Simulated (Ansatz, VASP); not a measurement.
## Cross-check of BN between VASP and Ansatz

Aim: how closely do two programs agree when they are given the same cell, functional and k mesh? The cell is taken from a series of runs on this material, whose earlier steps may have relaxed, scaled, displaced or heated it; both programs get it as it stands.

Calculated with Ansatz 0.2.0; plane waves, with VASP 6.6.1 beside it; zone-centre phonons at PBE.

## (1) The structure

Symmetry: F-43m, No. 216, cubic system. The conventional cell has a = 3.648 Å, b = 3.648 Å, c = 3.648 Å, α = 90.00°, β = 90.00°, γ = 90.00°. B has 4 N at 1.58 Å nearest. N has 4 B at 1.58 Å nearest. Farther neighbours and most contacts between anions are not listed.

As a file:

```cif
data_structure
_symmetry_space_group_name_H-M 'F-43m'
_symmetry_Int_Tables_number 216
_cell_length_a 3.6481
_cell_length_b 3.6481
_cell_length_c 3.6481
_cell_angle_alpha 90.000
_cell_angle_beta 90.000
_cell_angle_gamma 90.000
_cell_volume 48.55
loop_
_atom_site_label
_atom_site_type_symbol
_atom_site_symmetry_multiplicity
_atom_site_Wyckoff_symbol
_atom_site_fract_x
_atom_site_fract_y
_atom_site_fract_z
_atom_site_occupancy
B1 B 4 a 0.00000 0.00000 0.00000 1
N1 N 4 d 0.25000 0.25000 0.75000 1
```

## (2) VASP: zone-centre phonons, PBE, pair 1

Second derivatives magnify differences that forces hide, and they need a tight electronic threshold.

Lines of VASP's logs that name or quote its potential files are left out, and so is its time.

INCAR reads:

```
SYSTEM = BN
PREC = Accurate
ENCUT = 600
EDIFF = 1E-08
NELM = 120
ISMEAR = 0
SIGMA = 0.01
LREAL = .FALSE.
ALGO = Normal
GGA = PE
NBANDS = 10
LORBIT = 11
LWAVE = .FALSE.
LCHARG = .FALSE.
ISIF = 2
IBRION = 8
LEPSILON = .TRUE.
LASPH = .TRUE.
GGA_COMPAT = .FALSE.
EFERMI = MIDGAP
KPAR = 2
```

POSCAR reads:

```
BN
1.0
    0.0000000000      1.8240434643      1.8240434643
    1.8240434643      0.0000000000      1.8240434643
    1.8240434643      1.8240434643      0.0000000000
B N
1 1
Direct
    0.0000000000      0.0000000000      0.0000000000
    0.2500000000      0.2500000000      0.2500000000
```

KPOINTS reads:

```
Automatic mesh
0
Gamma
12 12 12
0 0 0
```

PAW data sets: B and N (PBE family, release 64).

The run is started by

```
mpirun -np 2 vasp_std
```

Numbers of over 12 decimals in the logs are rounded to 6 here.

The log of the run:

```text
[banner, memory and clock lines left out]
running    2 mpi-ranks, on    1 nodes
 distrk:  each k-point on    1 cores,    2 groups
 distr:  one band on    1 cores,    1 groups

 POSCAR found type information on POSCAR B N
 POSCAR found :  2 types and       2 ions
 LDA part: xc-table for (Slater+PW92), standard interpolation
 POSCAR, INCAR and KPOINTS ok, starting setup
 FFT: planning ... GRIDC
 FFT: planning ... GRID_SOFT
 FFT: planning ... GRID
 WAVECAR not read
 entering main loop
       N       E                     dE             d eps       ncg     rms          rms(c)
DAV:   1     0.145676231412E+02    0.14568E+02   -0.55138E+03  1464   0.892E+02
DAV:   2    -0.177452543546E+02   -0.32313E+02   -0.31177E+02  1770   0.195E+02
DAV:   3    -0.183736285966E+02   -0.62837E+00   -0.62728E+00  1688   0.237E+01
DAV:   4    -0.183745811228E+02   -0.95253E-03   -0.95249E-03  1604   0.982E-01
DAV:   5    -0.183745821537E+02   -0.10310E-05   -0.10309E-05  1656   0.333E-02    0.653E+00
DAV:   6    -0.175274992728E+02    0.84708E+00   -0.30913E+00  1822   0.114E+01    0.316E+00
DAV:   7    -0.174633676877E+02    0.64132E-01   -0.84099E-02  1572   0.264E+00    0.186E+00
DAV:   8    -0.174498412641E+02    0.13526E-01   -0.36277E-02  1630   0.149E+00    0.181E-01
DAV:   9    -0.174500379345E+02   -0.19667E-03   -0.83514E-04  1548   0.267E-01    0.756E-02
DAV:  10    -0.174501192813E+02   -0.81347E-04   -0.11757E-04  1588   0.105E-01    0.148E-02
DAV:  11    -0.174501245341E+02   -0.52528E-05   -0.92319E-06  1684   0.267E-02    0.936E-03
DAV:  12    -0.174501245666E+02   -0.32552E-07   -0.17197E-06  1650   0.100E-02    0.641E-04
DAV:  13    -0.174501245630E+02    0.36547E-08   -0.27166E-08  1630   0.173E-03
   1 F= -.17450125E+02 E0= -.17450125E+02  d E =0.000000E+00
 Linear response reoptimize wavefunctions to high precision
DAV:   1    -0.174501245816E+02   -0.18596E-07   -0.32108E-09  1556   0.513E-04
DAV:   2    -0.174501245816E+02    0.73328E-11   -0.14555E-11   894   0.454E-05
 Linear response G [H, r] |phi>, progress :
  Direction:   1
       N       E                     dE             d eps       ncg     rms
RMM:   1    -0.366746111092E+02   -0.36675E+02   -0.21721E+01  3368   0.542E+01
RMM:   2    -0.320771066578E+02    0.45975E+01   -0.10789E+00  2303   0.114E+01
RMM:   3    -0.320884663384E+02   -0.11360E-01   -0.21172E-03  2434   0.521E-01
RMM:   4    -0.320886633776E+02   -0.19704E-03    0.91359E-05  2561   0.345E-02
RMM:   5    -0.320886736350E+02   -0.10257E-04    0.70571E-06  2514   0.275E-03
RMM:   6    -0.320886742968E+02   -0.66181E-06    0.60191E-07  2217   0.317E-04
RMM:   7    -0.320886743653E+02   -0.68481E-07   -0.75825E-08  1860   0.143E-04
RMM:   8    -0.320886743428E+02    0.22519E-07    0.15819E-07  1773   0.133E-04
RMM:   9    -0.320886743498E+02   -0.70207E-08    0.11512E-07  1740   0.133E-04
RMM:  10    -0.320886743385E+02    0.11233E-07    0.38691E-07  1581   0.133E-04
 Linear response G [H, r] |phi>, progress :
  Direction:   2
       N       E                     dE             d eps       ncg     rms
RMM:   1    -0.342851552111E+02   -0.34285E+02   -0.15500E+01  3367   0.517E+01
RMM:   2    -0.327061775486E+02    0.15790E+01   -0.74161E-01  2302   0.992E+00
RMM:   3    -0.327171809915E+02   -0.11003E-01   -0.14490E-03  2438   0.457E-01
RMM:   4    -0.327173610554E+02   -0.18006E-03    0.82589E-05  2604   0.302E-02
RMM:   5    -0.327173700473E+02   -0.89919E-05    0.58840E-06  2517   0.240E-03
RMM:   6    -0.327173706184E+02   -0.57114E-06    0.31854E-07  2232   0.261E-04
RMM:   7    -0.327173706864E+02   -0.67921E-07   -0.36286E-07  1868   0.116E-04
RMM:   8    -0.327173706658E+02    0.20594E-07   -0.15069E-07  1840   0.107E-04
RMM:   9    -0.327173706690E+02   -0.32565E-08   -0.17522E-07  1843   0.107E-04
RMM:  10    -0.327173706642E+02    0.48205E-08   -0.10840E-07  1659   0.107E-04
 Linear response G [H, r] |phi>, progress :
  Direction:   3
       N       E                     dE             d eps       ncg     rms
RMM:   1    -0.246488014402E+02   -0.24649E+02    0.81770E+01  3128   0.546E+01
RMM:   2    -0.237692578098E+02    0.87954E+00   -0.11522E+00  2289   0.108E+01
RMM:   3    -0.237747847234E+02   -0.55269E-02   -0.59349E-03  2415   0.572E-01
RMM:   4    -0.237747986485E+02   -0.13925E-04   -0.31458E-05  2550   0.400E-02
RMM:   5    -0.237747986181E+02    0.30362E-07   -0.29893E-07  2450   0.359E-03
RMM:   6    -0.237747986285E+02   -0.10379E-07   -0.27388E-08  2215   0.381E-04
RMM:   7    -0.237747986301E+02   -0.15545E-08   -0.26382E-08  1805   0.134E-04
 Linear response to external field (no local field effect), progress :
  Direction:   1
       N       E                     dE             d eps       ncg     rms          rms(c)
RMM:   1    -0.147091367390E+00   -0.14709E+00   -0.46728E-01  3221   0.221E+00
RMM:   2    -0.147918998139E+00   -0.82763E-03   -0.49366E-04  2329   0.209E-01
RMM:   3    -0.147920700822E+00   -0.17027E-05   -0.99843E-07  2375   0.906E-03
RMM:   4    -0.147920706843E+00   -0.60210E-08   -0.26297E-09  2328   0.517E-04
 change of polarisation eV/A/(eV/A) component  1 :     0.296     0.126     0.033
 dielectric tensor                  component  1 :     5.411     1.873     0.492
 Linear response to external field (no local field effect), progress :
  Direction:   2
[...]
RMM:   4    -0.791284887941E-01   -0.20671E-08   -0.48337E-09  2309   0.461E-04
 change of polarisation eV/A/(eV/A) component  3 :     0.033    -0.043     0.158
 dielectric tensor                  component  3 :     0.491    -0.641     3.359
 Linear response to external field, progress :
  Direction:   1
       N       E                     dE             d eps       ncg     rms          rms(c)
RMM:   1    -0.124338906362E+00   -0.12434E+00   -0.38380E-01 12489   0.206E+00
RMM:   2    -0.125070280074E+00   -0.73137E-03   -0.44225E-04  9068   0.199E-01    0.606E-01
RMM:   3    -0.124313907201E+00    0.75637E-03   -0.92856E-04  9195   0.236E-01    0.365E-01
RMM:   4    -0.131108457447E+00   -0.67946E-02   -0.13779E-03  9224   0.296E-01    0.453E-02
RMM:   5    -0.132034584852E+00   -0.92613E-03   -0.23855E-05  9287   0.419E-02    0.466E-03
RMM:   6    -0.132069506312E+00   -0.34921E-04   -0.16704E-07  9495   0.402E-03    0.254E-03
RMM:   7    -0.132098154863E+00   -0.28649E-04   -0.13414E-07  9304   0.365E-03    0.159E-04
RMM:   8    -0.132098735789E+00   -0.58093E-06   -0.37365E-10  8305   0.115E-04    0.520E-05
RMM:   9    -0.132098768700E+00   -0.32911E-07   -0.25199E-10  7735   0.109E-04    0.450E-06
 change of polarisation eV/A/(eV/A) component  1 :     0.244     0.044     0.028
 dielectric tensor                  component  1 :     4.635     0.654     0.417
 Linear response to external field, progress :
  Direction:   2
       N       E                     dE             d eps       ncg     rms          rms(c)
RMM:   1    -0.124338979307E+00   -0.12434E+00   -0.38380E-01 12487   0.206E+00
RMM:   2    -0.125070309641E+00   -0.73133E-03   -0.43644E-04  9066   0.199E-01    0.606E-01
RMM:   3    -0.124313886521E+00    0.75642E-03   -0.92789E-04  9189   0.236E-01    0.365E-01
RMM:   4    -0.131108291865E+00   -0.67944E-02   -0.13769E-03  9220   0.296E-01    0.453E-02
RMM:   5    -0.132034409483E+00   -0.92612E-03   -0.23851E-05  9288   0.419E-02    0.467E-03
RMM:   6    -0.132069373901E+00   -0.34964E-04   -0.16833E-07  9496   0.402E-03    0.254E-03
RMM:   7    -0.132098024713E+00   -0.28651E-04   -0.13474E-07  9305   0.365E-03    0.160E-04
RMM:   8    -0.132098609608E+00   -0.58489E-06   -0.30403E-10  8307   0.114E-04    0.521E-05
RMM:   9    -0.132098641815E+00   -0.32208E-07   -0.10570E-10  7745   0.108E-04    0.465E-06
 change of polarisation eV/A/(eV/A) component  2 :     0.032     0.244     0.029
 dielectric tensor                  component  2 :     0.480     4.635     0.425
 Linear response to external field, progress :
  Direction:   3
       N       E                     dE             d eps       ncg     rms          rms(c)
RMM:   1    -0.124338410208E+00   -0.12434E+00   -0.38379E-01 12486   0.206E+00
RMM:   2    -0.125070273761E+00   -0.73186E-03   -0.44318E-04  9068   0.199E-01    0.606E-01
RMM:   3    -0.124313876238E+00    0.75640E-03   -0.92872E-04  9195   0.236E-01    0.365E-01
RMM:   4    -0.131108308719E+00   -0.67944E-02   -0.13781E-03  9223   0.296E-01    0.453E-02
RMM:   5    -0.132034436954E+00   -0.92613E-03   -0.23855E-05  9289   0.419E-02    0.466E-03
RMM:   6    -0.132069370885E+00   -0.34934E-04   -0.16817E-07  9490   0.402E-03    0.254E-03
RMM:   7    -0.132098029172E+00   -0.28658E-04   -0.13482E-07  9311   0.365E-03    0.159E-04
RMM:   8    -0.132098609977E+00   -0.58080E-06   -0.44147E-10  8308   0.115E-04    0.521E-05
RMM:   9    -0.132098642716E+00   -0.32740E-07   -0.27746E-10  7723   0.109E-04    0.467E-06
 change of polarisation eV/A/(eV/A) component  3 :     0.027     0.045     0.244
 dielectric tensor                  component  3 :     0.403     0.668     4.635
 Linear response DOF=           2
 Linear response progress:
  Degree of freedom:   1/  2
       N       E                     dE             d eps       ncg     rms          rms(c)
RMM:   1    -0.400899584000E-01   -0.40090E-01   -0.20798E-02 13919   0.142E+00
RMM:   2    -0.354401323528E-01    0.46498E-02   -0.17623E-03  8612   0.326E-01    0.131E-01
RMM:   3    -0.353669928930E-01    0.73139E-04   -0.29414E-04  8999   0.688E-02    0.746E-02
RMM:   4    -0.355966977404E-01   -0.22970E-03   -0.29973E-04  9034   0.817E-02    0.734E-03
RMM:   5    -0.355562266634E-01    0.40471E-04   -0.35066E-05  9226   0.107E-02    0.110E-03
RMM:   6    -0.355478763032E-01    0.83504E-05   -0.22275E-06  9250   0.123E-03    0.437E-04
RMM:   7    -0.355444975500E-01    0.33788E-05    0.41364E-07  9332   0.731E-04    0.693E-05
RMM:   8    -0.355445578859E-01   -0.60336E-07    0.51089E-07  9404   0.786E-05    0.926E-06
RMM:   9    -0.355445112269E-01    0.46659E-07    0.59373E-07  9499   0.159E-05    0.258E-06
RMM:  10    -0.355445117917E-01   -0.56475E-09    0.58424E-07  8562   0.731E-06    0.363E-07
RMM:  11    -0.355445083828E-01    0.34089E-08    0.61889E-07  5901   0.464E-06    0.791E-08
 first order change of Fermi-energy  -0.29332E+01
 force on displaced ion       1 direction 1 : -22.676  -0.000  -0.000
 Born effective charge ion    1 direction 1 :   1.921   0.000   0.000
 Linear response progress:
  Degree of freedom:   2/  2
       N       E                     dE             d eps       ncg     rms          rms(c)
RMM:   1    -0.230915330811E+00   -0.23092E+00    0.13274E-01 11671   0.335E+00
RMM:   2    -0.226761062255E+00    0.41543E-02   -0.22590E-03  8535   0.546E-01    0.215E-01
RMM:   3    -0.227917526165E+00   -0.11565E-02   -0.32390E-04  8302   0.152E-01    0.117E-01
RMM:   4    -0.230017768164E+00   -0.21002E-02   -0.32627E-04  8047   0.151E-01    0.242E-02
RMM:   5    -0.230080742635E+00   -0.62974E-04   -0.51808E-06  9310   0.297E-02    0.149E-03
RMM:   6    -0.230090421387E+00   -0.96788E-05    0.36879E-07  9044   0.178E-03    0.591E-04
RMM:   7    -0.230085192859E+00    0.52285E-05    0.27988E-08  9372   0.802E-04    0.559E-05
RMM:   8    -0.230085500423E+00   -0.30756E-06   -0.17750E-07  8815   0.666E-05    0.295E-05
RMM:   9    -0.230085394452E+00    0.10597E-06   -0.18619E-07  9423   0.544E-05    0.318E-06
RMM:  10    -0.230085407708E+00   -0.13257E-07   -0.17609E-07  8889   0.113E-05    0.834E-07
RMM:  11    -0.230085413851E+00   -0.61433E-08   -0.18653E-07  8316   0.102E-05    0.102E-07
RMM:  12    -0.230085413037E+00    0.81445E-09   -0.21063E-07  5364   0.863E-06    0.526E-08
 first order change of Fermi-energy   0.29335E+01
 force on displaced ion       2 direction 1 : -22.680   0.000   0.000
 Born effective charge ion    2 direction 1 :  -1.920   0.000   0.000
 Born effective charges drift removed
 Linear response finished
```

Parts of OUTCAR (step 2):

```text
ion  position               nearest neighbor table
   1  0.000  0.000  0.000-   2 1.58   2 1.58   2 1.58   2 1.58
   2  0.250  0.250  0.250-   1 1.58   1 1.58   1 1.58   1 1.58

  LATTYP: Found a face centered cubic cell.
 ALAT       =     3.6480869286

 Subroutine GETGRP returns: Found 24 space group operations
 (whereof 24 operations were pure point group operations)

The static configuration has the point symmetry T_d .

 Found     72 irreducible k-points:

   k-points           NKPTS =     72   k-points in BZ     NKDIM =     72   number of bands    NBANDS=     10

   dimension x,y,z NGX =    24 NGY =   24 NGZ =   24
   dimension x,y,z NGXF=    48 NGYF=   48 NGZF=   48

   ENCUT  =  600.0 eV  44.10 Ry    6.64 a.u.   5.15  5.15  5.15*2*pi/ulx,y,z

   NELECT =       8.0000    total number of electrons

 k-points in reciprocal lattice and weights: Automatic mesh
   0.00000000  0.00000000  0.00000000       0.001
   0.08333333  0.00000000  0.00000000       0.005
   0.16666667  0.00000000  0.00000000       0.005
   0.25000000  0.00000000  0.00000000       0.005
   0.33333333  0.00000000  0.00000000       0.005
   0.41666667  0.00000000  0.00000000       0.005
   0.50000000  0.00000000  0.00000000       0.002
   0.08333333  0.08333333  0.00000000       0.003
   0.16666667  0.08333333  0.00000000       0.014
[...]
-0.33333333  0.50000000  0.16666667       0.007
  -0.25000000  0.50000000  0.25000000       0.003

 average (electrostatic) potential at core
       1 -24.8505       2 -60.7089

  Total       -0.5311353     -0.5311353     -0.5311353     -0.0000000      0.0000000      0.0000000
  in kB      -70.1100328    -70.1100328    -70.1100328     -0.0000000      0.0000000      0.0000000
  external PRESSURE =     -70.1100328 kB  Pullay stress =       0.0000000 kB

  energy-cutoff  :      600.00
  volume of cell :       12.14
      direct lattice vectors                 reciprocal lattice vectors
     0.000000000  1.824043464  1.824043464    -0.274116275  0.274116275  0.274116275
     1.824043464  0.000000000  1.824043464     0.274116275 -0.274116275  0.274116275
     1.824043464  1.824043464  0.000000000     0.274116275  0.274116275 -0.274116275

 POSITION                                       TOTAL-FORCE (eV/Angst)
 -----------------------------------------------------------------------------------
      0.00000      0.00000      0.00000         0.000000      0.000000     -0.000000
      0.91202      0.91202      0.91202        -0.000000     -0.000000      0.000000
 -----------------------------------------------------------------------------------
    total drift:                                0.000000      0.000000      0.000000

 MACROSCOPIC STATIC DIELECTRIC TENSOR (including local field effects in DFT)
 ------------------------------------------------------
           4.634926    -0.000000    -0.000000
           0.000000     4.634926     0.000000
          -0.000000     0.000000     4.634926
 ------------------------------------------------------

 PIEZOELECTRIC TENSOR (including local field effects)  for field in x, y, z        (C/m^2)
          XX          YY          ZZ          XY          YZ          ZX
  --------------------------------------------------------------------------------
  x    -0.00000    -0.00000    -0.00000     0.00000    -1.03824     0.00000
  y    -0.00000    -0.00000    -0.00000     0.00000     0.00000    -1.03824
  z    -0.00000    -0.00000     0.00000    -1.03824     0.00000     0.00000

 BORN EFFECTIVE CHARGES (including local field effects) (in |e|, cummulative output)
 ---------------------------------------------------------------------------------
 ion    1
    1     1.92007     0.00000    -0.00000
    2     0.00000     1.92007     0.00000
    3     0.00000     0.00000     1.92007
 ion    2
    1    -1.92007    -0.00000     0.00000
    2     0.00000    -1.92007    -0.00000
    3    -0.00000    -0.00000    -1.92007

 Eigenvectors and eigenvalues of the dynamical matrix
 ----------------------------------------------------

   1 f  =   30.141805 THz   189.386548 2PiTHz 1005.422403 cm-1   124.656434 meV
             X         Y         Z           dx          dy          dz
      0.000000  0.000000  0.000000     0.000000    0.751164    0.000000
      0.912022  0.912022  0.912022     0.000000   -0.660115    0.000000

   2 f  =   30.141805 THz   189.386548 2PiTHz 1005.422403 cm-1   124.656434 meV
             X         Y         Z           dx          dy          dz
      0.000000  0.000000  0.000000     0.751164    0.000000    0.000000
      0.912022  0.912022  0.912022    -0.660115    0.000000    0.000000

   3 f  =   30.141805 THz   189.386548 2PiTHz 1005.422403 cm-1   124.656434 meV
             X         Y         Z           dx          dy          dz
      0.000000  0.000000  0.000000     0.000000    0.000000    0.751164
      0.912022  0.912022  0.912022     0.000000    0.000000   -0.660115

   4 f/i=    0.001089 THz     0.006841 2PiTHz    0.036319 cm-1     0.004503 meV
             X         Y         Z           dx          dy          dz
      0.000000  0.000000  0.000000    -0.660115    0.000000    0.000000
      0.912022  0.912022  0.912022    -0.751164    0.000000    0.000000

   5 f/i=    0.001089 THz     0.006841 2PiTHz    0.036319 cm-1     0.004503 meV
             X         Y         Z           dx          dy          dz
      0.000000  0.000000  0.000000     0.000000   -0.660115    0.000000
      0.912022  0.912022  0.912022     0.000000   -0.751164    0.000000

   6 f/i=    0.001089 THz     0.006841 2PiTHz    0.036319 cm-1     0.004503 meV
             X         Y         Z           dx          dy          dz
      0.000000  0.000000  0.000000     0.000000    0.000000   -0.660115
      0.912022  0.912022  0.912022     0.000000    0.000000   -0.751164

 MACROSCOPIC STATIC DIELECTRIC TENSOR IONIC CONTRIBUTION
 ------------------------------------------------------
           2.423588     0.000000     0.000000
           0.000000     2.423588     0.000000
           0.000000     0.000000     2.423588
 ------------------------------------------------------

 ELASTIC MODULI CONTR FROM IONIC RELAXATION (kBar)
 Direction    XX          YY          ZZ          XY          YZ          ZX
 --------------------------------------------------------------------------------
 XX          -0.0000      0.0000      0.0000      0.0000     -0.0000      0.0000
 YY           0.0000     -0.0000      0.0000      0.0000      0.0000      0.0000
 ZZ           0.0000      0.0000     -0.0000     -0.0000      0.0000      0.0000
 XY           0.0000      0.0000     -0.0000     -1.0922      0.0000      0.0000
 YZ          -0.0000      0.0000      0.0000      0.0000     -1.0922      0.0000
 ZX           0.0000      0.0000      0.0000      0.0000      0.0000     -1.0922
 --------------------------------------------------------------------------------

 PIEZOELECTRIC TENSOR IONIC CONTR  for field in x, y, z        (C/m^2)
          XX          YY          ZZ          XY          YZ          ZX
  --------------------------------------------------------------------------------
  x     0.00000    -0.00000    -0.00000    -0.00000     0.04841     0.00000
  y     0.00000    -0.00000     0.00000     0.00000     0.00000     0.04841
  z     0.00000    -0.00000     0.00000     0.04841     0.00000     0.00000
```

(Part 1 of 3 ends here.)

[Lines on the potential files, build, host, timing and source positions are cut from VASP's logs without a mark.]

[Logs are printed without paths, hosts, clocks, repeated set-up lines and the standing remarks that a program may print on its own settings, such as how far it seeks lower states.]

[Hosts, paths, dates, database ids (printed as entryN), source tags and the programs' standing remarks are cut or masked in the printed files.]
